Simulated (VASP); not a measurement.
```
CELL_PARAMETERS angstrom
      4.24800     0.00000     0.00000
     -2.12400     3.67888     0.00000
      0.00000     0.00000     6.99633
ATOMIC_POSITIONS crystal
  Tl 0.33333 0.66667 0.00087
  Tl 0.66667 0.33333 0.50087
  F  0.33333 0.66667 0.37413
  F  0.66667 0.33333 0.87413
```

Method: r2SCAN meta-GGA, VASP's PBE PAW potentials (set 64) (plane waves; VASP 6.6.1). Run with 520 eV cut-off, 6×6×3 Γ-centred mesh, Gaussian smearing of 0.050 eV, potentials Tl_d F.

What does the run give for the energy per atom (σ→0)?

| Quantity | Value |
|---|---|
| energy per atom (σ→0) | -29.895 eV/atom |

Only differences to runs with the same potentials and settings are physical.

The structure was generated: TlF was put into the wurtzite type (P6_3mc), which need not be its known phase. It was relaxed first, which changed the volume by +115 %. The start is the result of an earlier pass.
